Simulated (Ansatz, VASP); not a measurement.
# NiTe2 (Melonite): VASP beside Ansatz

Aim: how closely do two programs agree when they are given the same cell, functional and k mesh? The cell is taken from a series of runs on this material, whose earlier steps may have relaxed, scaled, displaced or heated it; both programs get it as it stands.

Main program and level: Ansatz 0.2.0; plane waves, with VASP 6.6.1 beside it; zone-centre phonons at LDA.

### Step 1. Starting point

It takes space group P-3m1 (No. 164, trigonal). The conventional cell has a = 3.818 Å, b = 3.818 Å, c = 5.046 Å, α = 90.00°, β = 90.00°, γ = 120.00°. Nearest to Ni lie 6 Te at 2.55 Å. Te has 3 Ni at 2.55 Å nearest. Farther neighbours and most contacts between anions are not listed.

Structure file:

```cif
data_structure
_symmetry_space_group_name_H-M 'P 1'
_symmetry_Int_Tables_number 1
_cell_length_a 3.8178
_cell_length_b 3.8178
_cell_length_c 5.0462
_cell_angle_alpha 90.000
_cell_angle_beta 90.000
_cell_angle_gamma 120.000
_cell_volume 63.70
loop_
_atom_site_label
_atom_site_type_symbol
_atom_site_fract_x
_atom_site_fract_y
_atom_site_fract_z
_atom_site_occupancy
Ni1 Ni 0.00000 0.00000 0.00000 1
Te2 Te 0.33333 0.66667 0.25292 1
Te3 Te 0.66667 0.33333 0.74708 1
```

### Step 2. VASP: zone-centre phonons, LDA, pair 1

Second derivatives magnify differences that forces hide, and they need a tight electronic threshold.

Lines of VASP's logs that name or quote its potential files are left out, and so is its time.

Input file INCAR:

```
SYSTEM = NiTe2
PREC = Accurate
ENCUT = 600
EDIFF = 1E-08
NELM = 120
ISMEAR = 0
SIGMA = 0.1
LREAL = .FALSE.
ALGO = Normal
GGA = CA
NBANDS = 17
LASPH = .TRUE.
LORBIT = 11
LWAVE = .FALSE.
LCHARG = .FALSE.
ISIF = 2
IBRION = 8
GGA_COMPAT = .FALSE.
KPAR = 2
```

Input file POSCAR:

```
NiTe2
1.0
    3.8177694964      0.0000000000      0.0000000000
   -1.9088847482      3.3062853697      0.0000000000
    0.0000000000      0.0000000000      5.0462194773
Ni Te
1 2
Direct
    0.0000000000      0.0000000000      0.0000000000
    0.3333333333      0.6666666667      0.2529196287
    0.6666666667      0.3333333333      0.7470803713
```

Input file KPOINTS:

```
Automatic mesh
0
Gamma
6 6 4
0 0 0
```

PAW data sets: Ni and Te (LDA family, release 64).

Command:

```
> mpirun -np 2 vasp_std
```

Numbers of over 12 decimals in the logs are rounded to 6 here.

The program printed:

```text
[banner, memory and clock lines left out]
running    2 mpi-ranks, on    1 nodes
 distrk:  each k-point on    1 cores,    2 groups
 distr:  one band on    1 cores,    1 groups

 POSCAR found type information on POSCAR NiTe
 POSCAR found :  2 types and       3 ions
 LDA part: xc-table for (Slater(with rela. corr.)+CA(PZ))
 , standard interpolation
 POSCAR, INCAR and KPOINTS ok, starting setup
 FFT: planning ... GRIDC
 FFT: planning ... GRID_SOFT
 FFT: planning ... GRID
 WAVECAR not read
 entering main loop
       N       E                     dE             d eps       ncg     rms          rms(c)
DAV:   1     0.121257558825E+03    0.12126E+03   -0.10273E+04   816   0.138E+03
DAV:   2    -0.709702255323E+01   -0.12835E+03   -0.12330E+03   916   0.259E+02
DAV:   3    -0.157843974122E+02   -0.86874E+01   -0.84399E+01  1021   0.720E+01
DAV:   4    -0.160014691209E+02   -0.21707E+00   -0.21653E+00  1105   0.110E+01
DAV:   5    -0.160062308042E+02   -0.47617E-02   -0.47614E-02  1059   0.160E+00    0.148E+01
DAV:   6    -0.195839113740E+02   -0.35777E+01   -0.35440E+01   854   0.112E+02    0.205E+01
DAV:   7    -0.151531274242E+02    0.44308E+01   -0.83288E+00  1019   0.749E+01    0.529E+00
DAV:   8    -0.151611721891E+02   -0.80448E-02   -0.21104E+00  1117   0.246E+01    0.427E+00
DAV:   9    -0.150451775838E+02    0.11599E+00   -0.63405E-01   928   0.140E+01    0.157E+00
DAV:  10    -0.150449462780E+02    0.23131E-03   -0.19960E-02   907   0.114E+00    0.132E+00
DAV:  11    -0.150444280248E+02    0.51825E-03   -0.12092E-03  1007   0.352E-01    0.434E-01
DAV:  12    -0.150443368968E+02    0.91128E-04   -0.34426E-04   884   0.110E-01    0.173E-01
DAV:  13    -0.150442781839E+02    0.58713E-04   -0.86491E-05  1070   0.153E-01    0.705E-02
DAV:  14    -0.150442604542E+02    0.17730E-04   -0.28346E-05  1190   0.822E-02    0.300E-02
DAV:  15    -0.150442577260E+02    0.27282E-05   -0.59706E-06  1225   0.302E-02    0.136E-02
DAV:  16    -0.150442572089E+02    0.51709E-06   -0.95861E-07  1195   0.159E-02    0.476E-03
DAV:  17    -0.150442571211E+02    0.87751E-07   -0.31292E-07  1195   0.746E-03    0.443E-04
DAV:  18    -0.150442571244E+02   -0.32860E-08   -0.42870E-08   848   0.164E-03
   1 F= -.15044257E+02 E0= -.15041241E+02  d E =-.603140E-02
 Linear response reoptimize wavefunctions to high precision
DAV:   1    -0.150442571240E+02    0.45088E-09   -0.20517E-09   573   0.330E-04
DAV:   2    -0.150442571240E+02   -0.53888E-10   -0.25395E-10   433   0.168E-04
 Linear response DOF=           4
 Linear response progress:
  Degree of freedom:   1/  4
       N       E                     dE             d eps       ncg     rms          rms(c)
RMM:   1    -0.194501001114E+00   -0.19450E+00   -0.12559E-01  2569   0.252E+00
RMM:   2    -0.188099497024E+00    0.64015E-02   -0.31133E-03  2241   0.687E-01    0.188E-01
RMM:   3    -0.188299392191E+00   -0.19990E-03   -0.29525E-04  2547   0.151E-01    0.108E-01
RMM:   4    -0.188748483586E+00   -0.44909E-03   -0.14281E-04  2593   0.836E-02    0.100E-02
RMM:   5    -0.188773446584E+00   -0.24963E-04   -0.27256E-06  2679   0.151E-02    0.616E-03
RMM:   6    -0.188765126876E+00    0.83197E-05   -0.17279E-07  2294   0.611E-03    0.301E-03
RMM:   7    -0.188764200388E+00    0.92649E-06   -0.15716E-07  2212   0.576E-03    0.909E-04
RMM:   8    -0.188764595324E+00   -0.39494E-06   -0.40742E-09  2482   0.149E-03    0.562E-04
RMM:   9    -0.188763572103E+00    0.10232E-05    0.20062E-10  2791   0.347E-04    0.272E-04
RMM:  10    -0.188763239719E+00    0.33238E-06    0.26154E-09  2745   0.970E-05    0.976E-05
RMM:  11    -0.188763232677E+00    0.70418E-08   -0.57950E-10  2786   0.269E-05    0.476E-05
 first order change of Fermi-energy   0.14179E-04
 force on displaced ion       1 direction 1 :  -9.181   0.000   0.000
 Linear response progress:
  Degree of freedom:   2/  4
       N       E                     dE             d eps       ncg     rms          rms(c)
RMM:   1    -0.197554712855E+00   -0.19755E+00   -0.11928E-01  1322   0.248E+00
RMM:   2    -0.192062343327E+00    0.54924E-02   -0.56401E-03  1152   0.706E-01    0.185E-01
RMM:   3    -0.191952578418E+00    0.10976E-03   -0.97105E-04  1286   0.158E-01    0.104E-01
RMM:   4    -0.192137078432E+00   -0.18450E-03   -0.10892E-04  1309   0.734E-02    0.250E-02
RMM:   5    -0.192268242164E+00   -0.13116E-03   -0.10644E-05  1340   0.271E-02    0.918E-03
RMM:   6    -0.192268853156E+00   -0.61099E-06    0.81866E-07  1104   0.158E-02    0.568E-03
RMM:   7    -0.192269959073E+00   -0.11059E-05    0.73384E-07  1169   0.695E-03    0.999E-04
RMM:   8    -0.192268858017E+00    0.11011E-05   -0.20448E-07  1318   0.194E-03    0.551E-04
RMM:   9    -0.192265492866E+00    0.33652E-05   -0.10848E-07  1370   0.575E-04    0.189E-04
RMM:  10    -0.192265707166E+00   -0.21430E-06    0.46276E-08  1240   0.299E-04    0.709E-05
RMM:  11    -0.192265540255E+00    0.16691E-06    0.54763E-09  1415   0.894E-05    0.181E-05
RMM:  12    -0.192265569592E+00   -0.29337E-07    0.25870E-09  1407   0.296E-05    0.913E-06
RMM:  13    -0.192265604550E+00   -0.34958E-07    0.20361E-09  1364   0.123E-05    0.322E-06
RMM:  14    -0.192265602429E+00    0.21207E-08    0.11161E-09  1374   0.449E-06    0.929E-07
 first order change of Fermi-energy  -0.66060E-03
 force on displaced ion       1 direction 3 :  -0.000   0.000  -7.690
 Linear response progress:
  Degree of freedom:   3/  4
       N       E                     dE             d eps       ncg     rms          rms(c)
RMM:   1    -0.433711717089E-01   -0.43371E-01    0.45288E-02  6361   0.125E+00
RMM:   2    -0.420284441334E-01    0.13427E-02   -0.28300E-03  3803   0.520E-01    0.679E-02
RMM:   3    -0.420831970750E-01   -0.54753E-04   -0.47274E-04  4235   0.136E-01    0.509E-02
RMM:   4    -0.420378965402E-01    0.45301E-04   -0.23035E-05  4344   0.382E-02    0.377E-02
RMM:   5    -0.419989988934E-01    0.38898E-04   -0.28439E-06  4342   0.176E-02    0.195E-03
RMM:   6    -0.419958728367E-01    0.31261E-05   -0.31358E-07  4246   0.589E-03    0.237E-03
RMM:   7    -0.419952135669E-01    0.65927E-06   -0.14950E-07  3835   0.350E-03    0.160E-03
RMM:   8    -0.419926428134E-01    0.25708E-05   -0.15797E-07  4354   0.139E-03    0.297E-04
RMM:   9    -0.419920271980E-01    0.61562E-06   -0.57100E-08  4499   0.398E-04    0.146E-04
RMM:  10    -0.419916701429E-01    0.35706E-06   -0.25308E-08  4530   0.151E-04    0.240E-05
RMM:  11    -0.419916182310E-01    0.51912E-07   -0.85752E-09  4592   0.474E-05    0.135E-05
RMM:  12    -0.419915979623E-01    0.20269E-07   -0.20318E-09  4537   0.185E-05    0.332E-06
RMM:  13    -0.419916012241E-01   -0.32618E-08   -0.78047E-09  4931   0.650E-06    0.296E-06
 first order change of Fermi-energy   0.38226E-04
 force on displaced ion       2 direction 1 :  -4.906  -0.002  -0.000
 Linear response progress:
  Degree of freedom:   4/  4
       N       E                     dE             d eps       ncg     rms          rms(c)
RMM:   1    -0.569651112700E-01   -0.56965E-01    0.66932E-02  1908   0.129E+00
RMM:   2    -0.552460291373E-01    0.17191E-02   -0.29115E-03  1244   0.498E-01    0.109E-01
RMM:   3    -0.552407232072E-01    0.53059E-05   -0.39418E-04  1325   0.130E-01    0.784E-02
RMM:   4    -0.551629581056E-01    0.77765E-04   -0.49963E-05  1169   0.702E-02    0.528E-02
RMM:   5    -0.551449243621E-01    0.18034E-04   -0.67633E-05  1208   0.904E-02    0.373E-02
RMM:   6    -0.551063143892E-01    0.38610E-04   -0.10191E-05  1115   0.375E-02    0.542E-03
RMM:   7    -0.551082298621E-01   -0.19155E-05   -0.20189E-06  1385   0.842E-03    0.488E-03
RMM:   8    -0.551082550977E-01   -0.25236E-07   -0.19853E-07  1395   0.244E-03    0.170E-03
RMM:   9    -0.551084515454E-01   -0.19645E-06   -0.24001E-08  1241   0.122E-03    0.170E-03
RMM:  10    -0.551083801278E-01    0.71418E-07   -0.19668E-08  1352   0.535E-04    0.332E-04
RMM:  11    -0.551085826607E-01   -0.20253E-06   -0.14408E-08  1359   0.182E-04    0.345E-04
RMM:  12    -0.551085870859E-01   -0.44252E-08   -0.63801E-09  1276   0.929E-05    0.203E-05
 first order change of Fermi-energy  -0.47531E+00
 force on displaced ion       2 direction 3 :  -0.000   0.000  -8.105
 Linear response finished
```

From OUTCAR (step 2):

```text
ion  position               nearest neighbor table
   1  0.000  0.000  0.000-   2 2.55   3 2.55   3 2.55   2 2.55   3 2.55   2 2.55
   2  0.333  0.667  0.253-   1 2.55   1 2.55   1 2.55   3 3.33   3 3.33   3 3.33   3 3.37   3 3.37
                             3 3.37
   3  0.667  0.333  0.747-   1 2.55   1 2.55   1 2.55   2 3.33   2 3.33   2 3.33   2 3.37   2 3.37
                             2 3.37

  LATTYP: Found a hexagonal cell.
 ALAT       =     3.8177694964
 C/A-ratio  =     1.3217716476

 Subroutine GETGRP returns: Found 12 space group operations
 (whereof 12 operations were pure point group operations)

The static configuration has the point symmetry D_3d.

 Found     24 irreducible k-points:

   k-points           NKPTS =     24   k-points in BZ     NKDIM =     24   number of bands    NBANDS=     17

   dimension x,y,z NGX =    32 NGY =   32 NGZ =   40
   dimension x,y,z NGXF=    64 NGYF=   64 NGZF=   80

   ENCUT  =  600.0 eV  44.10 Ry    6.64 a.u.   7.63  7.63 10.08*2*pi/ulx,y,z

   NELECT =      22.0000    total number of electrons

 k-points in reciprocal lattice and weights: Automatic mesh
   0.00000000  0.00000000  0.00000000       0.007
   0.16666667  0.00000000  0.00000000       0.042
   0.33333333 -0.00000000  0.00000000       0.042
   0.50000000  0.00000000  0.00000000       0.021
   0.16666667  0.16666667  0.00000000       0.042
   0.33333333  0.16666667  0.00000000       0.083
   0.33333333  0.33333333  0.00000000       0.014
   0.00000000  0.00000000  0.25000000       0.014
   0.16666667  0.00000000  0.25000000       0.042
[...]
0.33333333  0.16666667  0.50000000       0.083
   0.33333333  0.33333333  0.50000000       0.014

 average (electrostatic) potential at core
       1 -82.5910       2 -86.7658       3 -86.7658

  Total       -0.2594702     -0.2594702      0.1668369      0.0000000      0.0000000      0.0000000
  in kB       -6.5265235     -6.5265235      4.1964930      0.0000000      0.0000000      0.0000000
  external PRESSURE =      -2.9521846 kB  Pullay stress =       0.0000000 kB

  energy-cutoff  :      600.00
  volume of cell :       63.70
      direct lattice vectors                 reciprocal lattice vectors
     3.817769496  0.000000000  0.000000000     0.261933048  0.151227116  0.000000000
    -1.908884748  3.306285370  0.000000000     0.000000000  0.302454231  0.000000000
     0.000000000  0.000000000  5.046219477     0.000000000  0.000000000  0.198168154

 POSITION                                       TOTAL-FORCE (eV/Angst)
 -----------------------------------------------------------------------------------
      0.00000      0.00000      0.00000         0.000000      0.000000      0.000000
     -0.00000      2.20419      1.27629         0.000000      0.000000     -0.050416
      1.90888      1.10210      3.76993        -0.000000     -0.000000      0.050416
 -----------------------------------------------------------------------------------
    total drift:                               -0.000000     -0.000000      0.000000

 Eigenvectors and eigenvalues of the dynamical matrix
 ----------------------------------------------------

   1 f  =    6.857563 THz    43.087341 2PiTHz  228.743690 cm-1    28.360590 meV
             X         Y         Z           dx          dy          dz
      0.000000  0.000000  0.000000     0.000004    0.901664    0.000000
     -0.000000  2.204190  1.276288    -0.000002   -0.305779   -0.000000
      1.908885  1.102095  3.769932    -0.000002   -0.305779    0.000000

   2 f  =    6.857563 THz    43.087341 2PiTHz  228.743690 cm-1    28.360590 meV
             X         Y         Z           dx          dy          dz
      0.000000  0.000000  0.000000     0.901664   -0.000004   -0.000000
     -0.000000  2.204190  1.276288    -0.305779    0.000002    0.000000
      1.908885  1.102095  3.769932    -0.305779    0.000002    0.000000

   3 f  =    6.274120 THz    39.421461 2PiTHz  209.282129 cm-1    25.947665 meV
             X         Y         Z           dx          dy          dz
      0.000000  0.000000  0.000000     0.000000    0.000000    0.901961
     -0.000000  2.204190  1.276288     0.000000   -0.000000   -0.305341
      1.908885  1.102095  3.769932     0.000000    0.000000   -0.305341

   4 f  =    4.869028 THz    30.593005 2PiTHz  162.413290 cm-1    20.136673 meV
             X         Y         Z           dx          dy          dz
      0.000000  0.000000  0.000000     0.000000   -0.000000    0.000000
     -0.000000  2.204190  1.276288     0.000000    0.000000   -0.707107
      1.908885  1.102095  3.769932     0.000000    0.000000    0.707107

   5 f  =    3.162452 THz    19.870273 2PiTHz  105.488047 cm-1    13.078845 meV
             X         Y         Z           dx          dy          dz
      0.000000  0.000000  0.000000    -0.000000   -0.000000    0.000000
     -0.000000  2.204190  1.276288     0.000029   -0.707107    0.000000
      1.908885  1.102095  3.769932    -0.000029    0.707107    0.000000

   6 f  =    3.162452 THz    19.870273 2PiTHz  105.488047 cm-1    13.078845 meV
             X         Y         Z           dx          dy          dz
      0.000000  0.000000  0.000000     0.000000    0.000000    0.000000
     -0.000000  2.204190  1.276288    -0.707107   -0.000029   -0.000000
      1.908885  1.102095  3.769932     0.707107    0.000029    0.000000

   7 f/i=    0.000223 THz     0.001402 2PiTHz    0.007443 cm-1     0.000923 meV
             X         Y         Z           dx          dy          dz
      0.000000  0.000000  0.000000     0.424884   -0.080472    0.000000
     -0.000000  2.204190  1.276288     0.626436   -0.118645   -0.000000
      1.908885  1.102095  3.769932     0.626436   -0.118645    0.000000

   8 f/i=    0.000223 THz     0.001402 2PiTHz    0.007443 cm-1     0.000923 meV
             X         Y         Z           dx          dy          dz
      0.000000  0.000000  0.000000     0.080472    0.424884    0.000000
     -0.000000  2.204190  1.276288     0.118645    0.626436   -0.000000
      1.908885  1.102095  3.769932     0.118645    0.626436    0.000000

   9 f/i=    0.004109 THz     0.025818 2PiTHz    0.137062 cm-1     0.016994 meV
             X         Y         Z           dx          dy          dz
      0.000000  0.000000  0.000000     0.000000   -0.000000   -0.431817
     -0.000000  2.204190  1.276288     0.000000    0.000000   -0.637783
      1.908885  1.102095  3.769932     0.000000    0.000000   -0.637783

 ELASTIC MODULI CONTR FROM IONIC RELAXATION (kBar)
 Direction    XX          YY          ZZ          XY          YZ          ZX
 --------------------------------------------------------------------------------
 XX        -168.0139    -71.7753   -194.2779      0.0000    114.4595     -0.0000
 YY         -71.7753   -168.0139   -194.2779     -0.0000   -114.4595      0.0000
 ZZ        -194.2779   -194.2779   -314.8088      0.0000      0.0000     -0.0000
 XY           0.0000     -0.0000      0.0000    -48.1193     -0.0000     95.8803
 YZ         114.4595   -114.4595      0.0000     -0.0000   -272.2603      0.0000
 ZX          -0.0000      0.0000     -0.0000     95.8803      0.0000   -191.0467
 --------------------------------------------------------------------------------
```

The k-mesh is coarse for a metal.

(Part 1 of 2 ends here.)

[Lines on the potential files, build, host, timing and source positions are cut from VASP's logs without a mark.]

[Logs are printed without paths, hosts, clocks, repeated set-up lines and the standing remarks that a program may print on its own settings, such as how far it seeks lower states.]

[Hosts, paths, dates, database ids (printed as entryN), source tags and the programs' standing remarks are cut or masked in the printed files.]
